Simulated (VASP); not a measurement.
Data:

```xyz
4
Lattice="1.9575 -3.3905 0.0000 1.9575 3.3905 0.0000 0.0000 0.0000 5.0755" Properties=species:S:1:pos:R:3 pbc="T T T"
Ni     0.0000     0.0000     2.5377
Ni     0.0000     0.0000     0.0000
Sb     1.9575     1.1302     1.2689
Sb     1.9575    -1.1302     3.8066
```

The numbers are results of PBEsol GGA, VASP's PBE PAW potentials (set 64) (plane waves; VASP), not measurements. Numerical set-up: 480 eV cut-off, 8×8×6 Γ-centred mesh, first-order Methfessel-Paxton smearing of 0.10 eV, potentials Ni Sb.

Energy and stress use the plane-wave basis of the starting cell.

Task: The ions, cell shape and volume at an external pressure of 20.0 GPa are relaxed. Predict the relaxed structure.

Result: 
```xyz
4
Lattice="1.8848 -3.2646 0.0000 1.8848 3.2646 0.0000 0.0000 0.0000 4.8737" Properties=species:S:1:pos:R:3 pbc="T T T"
Ni     0.0000     0.0000     2.4368
Ni     0.0000     0.0000     0.0000
Sb     1.8848     1.0882     1.2184
Sb     1.8848    -1.0882     3.6552
```
Space group P6_3/mmc (194), at a tolerance of 0.03 Å.

Task: How do energy and volume change from the first to the last step?

Result: The energy (σ→0) changes by +102.6 meV/atom and the volume by -11.0 %, in 9 ionic steps.

| step | E(σ→0) (eV) | max force (eV/Å) | pressure (GPa) | volume (Å³) |
|---|---|---|---|---|
| 1 | -22.6773 | 0.000 | 0.09 | 67.37 |
| 2 | -18.8501 | 0.000 | 91.17 | 48.95 |
| 3 | -22.3203 | 0.000 | 18.36 | 60.42 |
| 4 | -22.2802 | 0.000 | 19.61 | 60.09 |
| 5 | -22.2628 | 0.000 | 20.15 | 59.95 |
| 6 | -22.2759 | 0.000 | 19.72 | 60.05 |
| 7 | -22.2732 | 0.000 | 19.82 | 60.03 |
| 8 | -22.2630 | 0.000 | 20.14 | 59.94 |
| 9 | -22.2669 | 0.000 | 20.07 | 59.98 |

The compound is NiSb in the NiAs type structure. This run relaxes it under an external pressure of 20 GPa. Symmetry was kept, so distortions that lower it aren't found. The run is not spin-polarised, so no magnetic state was tried.
